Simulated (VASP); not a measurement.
# ZrAl3B3N (P3m1) in VASP: single point with PBE

Aim: the single point of ZrAl3B3N with PBE.

Program: VASP 6.6.1. These are calculated values, not measurements. Logs are shortened: lines on timing, memory, paths and dates and some standing lists are left out, and cuts for length are marked.

## Step 1: Starting point

It takes space group P3m1 (No. 156, trigonal). The conventional cell has a = 3.017 Å, b = 3.017 Å, c = 11.416 Å, α = 90.00°, β = 90.00°, γ = 120.00°. Around Zr (site symmetry 3m) lie 9 B at 2.49 to 2.57 Å. Al (site symmetry 3m) is surrounded by 3 N at 2.11 Å and 6 B at 2.35 to 2.43 Å. Around Al (site symmetry 3m) lie 3 N at 2.12 Å. Al (site symmetry 3m) has 3 B at 2.21 Å as nearest neighbours. B (site symmetry 3m) has 3 B at 1.75 Å as nearest neighbours. B (site symmetry 3m) is surrounded by 3 B at 1.75 Å. B (site symmetry 3m) has 3 Al at 2.21 Å and 3 Zr at 2.54 Å as nearest neighbours. Around N (site symmetry 3m) lie 6 Al at 2.11 to 2.12 Å.

The cell was built by a generator and needn't be a form met in nature.

## Step 2: Single point, PBE

The input, INCAR:

```
SYSTEM = ZrAl3B3N
PREC = Normal ; ENCUT = 520
EDIFF = 1E-5 ; ISMEAR = 0
SIGMA = 0.15 ; LREAL = Auto
LASPH = .True. ; NELM = 80
ALGO = Fast ; ISIF = 2
LWAVE = .False. ; LCHARG = .False.
GGA = PE ; NBANDS = 28
```

The input, KPOINTS:

```
Automatic mesh
0
Gamma
  9 9 2
  0 0 0
```

The input, POSCAR:

```
ZrAl3B3N
1.0
    3.0172470000      0.0000000000      0.0000000000
   -1.5086230000      2.6130120000      0.0000000000
    0.0000000000      0.0000000000     11.4161900000
Zr Al B N
1 3 3 1
Direct
    0.6666670000      0.3333330000      0.0105530000
    0.6666670000      0.3333330000      0.3139950000
    0.0000000000      0.0000000000      0.5253830000
    0.3333330000      0.6666670000      0.7302860000
    0.0000000000      0.0000000000      0.1757430000
    0.3333330000      0.6666670000      0.1658530000
    0.0000000000      0.0000000000      0.8491690000
    0.3333330000      0.6666670000      0.4190330000
```

Potentials or basis: VASP PAW PBE potentials, release 64 (Zr_sv, Al, B, N).

On the command line:

```console
> cat potpaw_PBE.64/Zr_sv/POTCAR potpaw_PBE.64/Al/POTCAR potpaw_PBE.64/B/POTCAR potpaw_PBE.64/N/POTCAR > POTCAR
> mpirun -np 1 vasp_std > vasp.out
```

OUTCAR:

```text
SYSTEM = ZrAl3B3N
   PREC = Normal
   ENCUT = 520
   EDIFF = 1E-5
   ISMEAR = 0
   LREAL = Auto
   LASPH = .True.
   NELM = 80
   ISIF = 2
   GGA = PE

 ion  position               nearest neighbor table
   1  0.667  0.333  0.011-   6 2.49   6 2.49   6 2.49   7 2.54   7 2.54   7 2.54   5 2.57   5 2.57
                             5 2.57   2 3.46
   2  0.667  0.333  0.314-   8 2.11   8 2.11   8 2.11   5 2.35   5 2.35   5 2.35   6 2.43   6 2.43
                             6 2.43   3 2.98   3 2.98   3 2.98   1 3.46
   3  0.000  0.000  0.525-   8 2.12   8 2.12   8 2.12   4 2.92   4 2.92   4 2.92   2 2.98   2 2.98
                             2 2.98
   4  0.333  0.667  0.730-   7 2.21   7 2.21   7 2.21   3 2.92   3 2.92   3 2.92
   5  0.000  0.000  0.176-   6 1.75   6 1.75   6 1.75   2 2.35   2 2.35   2 2.35   1 2.57   1 2.57
                             1 2.57
   6  0.333  0.667  0.166-   5 1.75   5 1.75   5 1.75   2 2.43   2 2.43   2 2.43   1 2.49   1 2.49
                             1 2.49
   7  0.000  0.000  0.849-   4 2.21   4 2.21   4 2.21   1 2.54   1 2.54   1 2.54
   8  0.333  0.667  0.419-   2 2.11   2 2.11   2 2.11   3 2.12   3 2.12   3 2.12

  LATTYP: Found a hexagonal cell.
 ALAT       =     3.0172470000
 C/A-ratio  =     3.7836444945

  Lattice vectors:

 A1 = (   3.0172470000,   0.0000000000,   0.0000000000)
 A2 = (  -1.5086230000,   2.6130120000,   0.0000000000)
 A3 = (   0.0000000000,   0.0000000000,  11.4161900000)

Analysis of symmetry for initial positions (statically):
=====================================================================
 Subroutine PRICEL returns:
 Original cell was already a primitive cell.

 Routine SETGRP: Setting up the symmetry group for a
 hexagonal supercell.

 Subroutine GETGRP returns: Found  6 space group operations
 (whereof  6 operations were pure point group operations)
 out of a pool of 24 trial point group operations.

The static configuration has the point symmetry C_3v.

Analysis of symmetry for dynamics (positions and initial velocities):
=====================================================================
 Subroutine PRICEL returns:
 Original cell was already a primitive cell.

 Routine SETGRP: Setting up the symmetry group for a
 hexagonal supercell.

 Subroutine GETGRP returns: Found  6 space group operations
 (whereof  6 operations were pure point group operations)
 out of a pool of 24 trial point group operations.

The dynamic configuration has the point symmetry C_3v.

 Subroutine INISYM returns: Found  6 space group operations
 (whereof  6 operations are pure point group operations),
 and found     1 'primitive' translations

----------------------------------------------------------------------------------------

                                     Primitive cell

  volume of cell :      90.0064

  direct lattice vectors                    reciprocal lattice vectors
     3.017247000  0.000000000  0.000000000     0.331427954  0.191349995  0.000000000
    -1.508623000  2.613012000  0.000000000     0.000000000  0.382700118  0.000000000
     0.000000000  0.000000000 11.416190000     0.000000000  0.000000000  0.087594898

  length of vectors
     3.017247000  3.017246272 11.416190000     0.382700025  0.382700118  0.087594898

  position of ions in fractional coordinates (direct lattice)
     0.666667000  0.333333000  0.010553000
     0.666667000  0.333333000  0.313995000
     0.000000000  0.000000000  0.525383000
     0.333333000  0.666667000  0.730286000
     0.000000000  0.000000000  0.175743000
     0.333333000  0.666667000  0.165853000
     0.000000000  0.000000000  0.849169000
     0.333333000  0.666667000  0.419033000

  ion indices of the primitive-cell ions
   primitive index   ion index
                 1           1
                 2           2
                 3           3
                 4           4
                 5           5
                 6           6
                 7           7
                 8           8

----------------------------------------------------------------------------------------

 KPOINTS: Automatic mesh

Automatic generation of k-mesh.
 Grid dimensions read from file:
 generate k-points for:    9    9    2

 Generating k-lattice:

  Cartesian coordinates                     Fractional coordinates (reciprocal lattice)
     0.036825328  0.021261111  0.000000000     0.111111111 -0.000000000  0.000000000
     0.000000000  0.042522235  0.000000000     0.000000000  0.111111111  0.000000000
     0.000000000  0.000000000  0.043797449     0.000000000  0.000000000  0.500000000

  Length of vectors
     0.042522225  0.042522235  0.043797449

  Shift w.r.t. Gamma in fractional coordinates (k-lattice)
     0.000000000  0.000000000  0.000000000

 Subroutine IBZKPT returns following result:
 ===========================================

 Found     24 irreducible k-points:

 Following reciprocal coordinates:
            Coordinates               Weight
  0.000000  0.000000  0.000000      1.000000
  0.111111 -0.000000  0.000000      6.000000
  0.222222 -0.000000  0.000000      6.000000
  0.333333 -0.000000  0.000000      6.000000
  0.444444 -0.000000  0.000000      6.000000
  0.111111  0.111111  0.000000      6.000000
[... 16 lines left out ...]
  0.333333  0.222222  0.500000     12.000000
  0.333333  0.333333  0.500000      2.000000
   k-points           NKPTS =     24   k-points in BZ     NKDIM =     24   number of bands    NBANDS=     28
   number of dos      NEDOS =    301   number of ions     NIONS =      8
   total plane-waves  NPLWV =  20736
   dimension x,y,z NGX =    18 NGY =   18 NGZ =   64
   dimension x,y,z NGXF=    36 NGYF=   36 NGZF=  128
   ions per type =               1   3   3   1
   NGX,Y,Z   is equivalent  to a cutoff of   9.92,  9.92,  9.32 a.u.
   NGXF,Y,Z  is equivalent  to a cutoff of  19.84, 19.84, 18.64 a.u.
 SYSTEM =  ZrAl3B3N
   PREC   = normal    normal or accurate (medium, high low for compatibility)
   ISTART =      0    job   : 0-new  1-cont  2-samecut
   ICHARG =      2    charge: 1-file 2-atom 10-const
   ISPIN  =      1    spin polarized calculation?
   LNONCOLLINEAR =      F non collinear calculations
   LSORBIT =      F    spin-orbit coupling
   LASPH  =      T    aspherical Exc in radial PAW
   ENCUT  =  520.0 eV  38.22 Ry    6.18 a.u.   5.61  5.61 21.23*2*pi/ulx,y,z
   NELM   =     80;   NELMIN=  2; NELMDL= -5     # of ELM steps
   EDIFF  = 0.1E-04   stopping-criterion for ELM
   LREAL  =      T    real-space projection
   EDIFFG = 0.1E-03   stopping-criterion for IOM
   NSW    =      0    number of steps for IOM
   IBRION =     -1    ionic relax: 0-MD 1-quasi-New 2-CG
   NFREE  =      0    steps in history (QN), initial steepest desc. (CG)
   ISIF   =      2    stress and relaxation
   ISYM   =      2    0-nonsym 1-usesym 2-fastsym
   POTIM  = 0.5000    time-step for ionic-motion
   TEBEG  =    0.0;   TEEND  =   0.0 temperature during run
   PSTRESS=    0.0 pullay stress
   NELECT =      35.0000    total number of electrons
   NUPDOWN=      -1.0000    fix difference up-down
   EMIN   =  10.00;   EMAX   =-10.00  energy-range for DOS
   EFERMI =   0.00;   METHOD = LEGACY
   ISMEAR =     0;   SIGMA  =   0.15  broadening in eV -4-tet -1-fermi 0-gaus
   EFERMI_NEDOS =   21; number of points for ismear=-14 and -15
   IALGO  =     68    algorithm
   IMIX   =      4    mixing-type and parameters
     AMIX     =   0.40;   BMIX     =  1.00
     AMIX_MAG =   1.60;   BMIX_MAG =  1.00
  volume/ion in A,a.u.               =      11.25        75.92
  Fermi-wavevector in a.u.,A,eV,Ry     =   1.194922  2.258076 19.426936  1.427839
  Thomas-Fermi vector in A             =   2.330901
   LORBIT       =      0    0 simple, 1 ext, 2 COOP (PROOUT), +10 PAW based schemes
   GGA     = PE    functional components
   LHFCALC =     F    Hartree Fock is set to
   AEXX    =    0.0000 exact exchange contribution
   IVDW    =     0    specifies the selected vdW correction
   LEPSILON=     F    determine dielectric tensor
   LRPA    =     F    only Hartree local field effects (RPA)
 non-spin polarized calculation
 RMM-DIIS sequential band-by-band and
 Gauss-broadening in eV      SIGMA  =   0.15
  energy-cutoff  :      520.00
  volume of cell :       90.01
 maximum number of plane-waves:      2455
   NGX = 11   NGY = 11   NGZ = 43

 number of electron      34.9999996 magnetization

 Free energy of the ion-electron system (eV)
  ---------------------------------------------------
  ext. energy  EPLUGINS =         0.00000000
  ---------------------------------------------------
  free energy    TOTEN  =       -50.11415261 eV

  energy without entropy =      -50.08592837  energy(sigma->0) =      -50.10004049

 E-fermi :   9.0166     XC(G=0): -11.3887

 val. band max:        8.9513856135   @ k =   0.3333   0.1111   0.5000
 cond. band min:       9.0520959853   @ k =   0.2222  -0.0000   0.0000
 fundamental gap:      0.1007103718
 Fermi energy:         9.0165563586

 k-point     1 :       0.0000    0.0000    0.0000
  band No.  band energies     occupation
      1     -39.2224      2.00000
      2     -17.5424      2.00000
      3     -16.6200      2.00000
      4     -16.6200      2.00000
      5      -8.4468      2.00000
      6      -4.2721      2.00000
[... 20 lines left out ...]
     27      15.7640      0.00000
     28      16.5934      0.00000

 k-point     2 :       0.1111   -0.0000    0.0000
  band No.  band energies     occupation
      1     -39.1997      2.00000
      2     -17.5097      2.00000
      3     -16.7888      2.00000
      4     -16.6564      2.00000
      5      -8.2751      2.00000
      6      -4.0642      2.00000
[... 20 lines left out ...]
     27      16.1191      0.00000
     28      17.0228      0.00000

 k-point     3 :       0.2222   -0.0000    0.0000
  band No.  band energies     occupation
      1     -39.1416      2.00000
      2     -17.4269      2.00000
      3     -17.1981      2.00000
      4     -16.7472      2.00000
      5      -7.7915      2.00000
      6      -3.4560      2.00000
[... 20 lines left out ...]
     27      15.5399      0.00000
     28      16.2420      0.00000

 k-point     4 :       0.3333   -0.0000    0.0000
  band No.  band energies     occupation
      1     -39.0744      2.00000
      2     -17.6427      2.00000
      3     -17.3258      2.00000
      4     -16.8483      2.00000
      5      -7.1173      2.00000
      6      -2.4862      2.00000
[... 20 lines left out ...]
     27      15.3547      0.00000
     28      15.5833      0.00000

 k-point     5 :       0.4444   -0.0000    0.0000
  band No.  band energies     occupation
      1     -39.0301      2.00000
      2     -17.9173      2.00000
      3     -17.2617      2.00000
      4     -16.9131      2.00000
      5      -6.5547      2.00000
      6      -1.2409      2.00000
[... 20 lines left out ...]
     27      15.2498      0.00000
     28      15.8337      0.00000

 k-point     6 :       0.1111    0.1111    0.0000
  band No.  band energies     occupation
      1     -39.1592      2.00000
      2     -17.4517      2.00000
      3     -17.0619      2.00000
      4     -16.7361      2.00000
      5      -7.9468      2.00000
      6      -3.6561      2.00000
[... 463 lines left out ...]
      5      -6.4041      2.00000
      6      -0.5964      2.00000
[... 20 lines left out ...]
     27      15.3212      0.00000
     28      15.9837      0.00000

 k-point    22 :       0.2222    0.2222    0.5000
  band No.  band energies     occupation
      1     -39.0447      2.00000
      2     -17.6598      2.00000
      3     -17.2829      2.00000
      4     -17.0844      2.00000
      5      -6.7838      2.00000
      6      -1.9182      2.00000
[... 20 lines left out ...]
     27      15.6686      0.00000
     28      16.5024      0.00000

 k-point    23 :       0.3333    0.2222    0.5000
  band No.  band energies     occupation
      1     -39.0106      2.00000
      2     -17.7557      2.00000
      3     -17.2617      2.00000
      4     -17.2330      2.00000
      5      -6.3303      2.00000
      6      -0.6854      2.00000
[... 20 lines left out ...]
     27      15.2083      0.00000
     28      15.8560      0.00000

 k-point    24 :       0.3333    0.3333    0.5000
  band No.  band energies     occupation
      1     -38.9988      2.00000
      2     -17.5656      2.00000
      3     -17.5541      2.00000
      4     -17.2163      2.00000
      5      -6.1701      2.00000
      6       0.4007      2.00000
[... 20 lines left out ...]
     27      14.5457      0.00000
     28      16.6636      0.00000

------------------------ aborting loop because EDIFF is reached ----------------------------------------

  FORCE on cell =-STRESS in cart. coord.  units (eV):
  Direction    XX          YY          ZZ          XY          YZ          ZX
  --------------------------------------------------------------------------------------
  -------------------------------------------------------------------------------------
  Total        0.4076007      0.4076005     -0.9006639      0.0000001      0.0000000     -0.0000000
  in kB        7.2555779      7.2555748    -16.0324491      0.0000014      0.0000000     -0.0000000
  external PRESSURE =      -0.5070988 kB  Pullay stress =       0.0000000 kB

 VOLUME and BASIS-vectors are now :
 -----------------------------------------------------------------------------
  energy-cutoff  :      520.00
  volume of cell :       90.01
      direct lattice vectors                 reciprocal lattice vectors
     3.017247000  0.000000000  0.000000000     0.331427954  0.191349995  0.000000000
    -1.508623000  2.613012000  0.000000000     0.000000000  0.382700118  0.000000000
     0.000000000  0.000000000 11.416190000     0.000000000  0.000000000  0.087594898

 POSITION                                       TOTAL-FORCE (eV/Angst)
 -----------------------------------------------------------------------------------
      1.50863      0.87100      0.12048        -0.000000     -0.000000     -0.301167
      1.50863      0.87100      3.58463        -0.000000     -0.000000     -0.087185
      0.00000      0.00000      5.99787        -0.000000     -0.000000     -0.001444
     -0.00000      1.74201      8.33708        -0.000000      0.000000      0.176630
      0.00000      0.00000      2.00632        -0.000000      0.000000      0.033101
     -0.00000      1.74201      1.89341        -0.000000     -0.000000      0.035118
      0.00000      0.00000      9.69427        -0.000000     -0.000000      0.086105
     -0.00000      1.74201      4.78376         0.000000     -0.000000      0.058843
 -----------------------------------------------------------------------------------
    total drift:                               -0.001305      0.000754      0.022475

  FREE ENERGIE OF THE ION-ELECTRON SYSTEM (eV)
  ---------------------------------------------------
  free  energy   TOTEN  =       -50.1141526128 eV

  energy  without entropy=      -50.0859283716  energy(sigma->0) =      -50.10004049
```

Run time: 46 s. Hardware: 1 thread of Intel Xeon Platinum 8375C at 2.90GHz (Ice Lake), shared host; peak memory 0.17 GiB.

What came out:

* Free energy: -50.1142 eV
* Pressure: -0.1 GPa
* Largest force: 0.301 eV/Å
* Band gap on the k mesh: none (metal or under the smearing width)

Forces in eV/Å, atoms in the order of the input:
```
Zr   0.000  0.000 -0.301
Al   0.000  0.000 -0.087
Al   0.000  0.000 -0.001
Al   0.000  0.000  0.177
B    0.000  0.000  0.033
B    0.000  0.000  0.035
B    0.000  0.000  0.086
N    0.000  0.000  0.059
```

Stress tensor (GPa, compression positive):
```
 0.73  0.00  0.00
 0.00  0.73  0.00
 0.00  0.00 -1.60
```

Levels at points of the mesh, in eV from the Fermi level:
```csv
k point,band 13,band 14,band 15,band 16,band 17,band 18,band 19,band 20,band 21,band 22
"(0.00, 0.00, 0.00)",-2.78,-1.05,-1.05,-0.30,1.74,1.74,1.86,2.77,2.77,4.40
"(0.00, 0.00, 0.50)",-1.79,-1.13,-1.05,-1.05,1.74,1.74,2.06,2.77,2.77,4.40
```
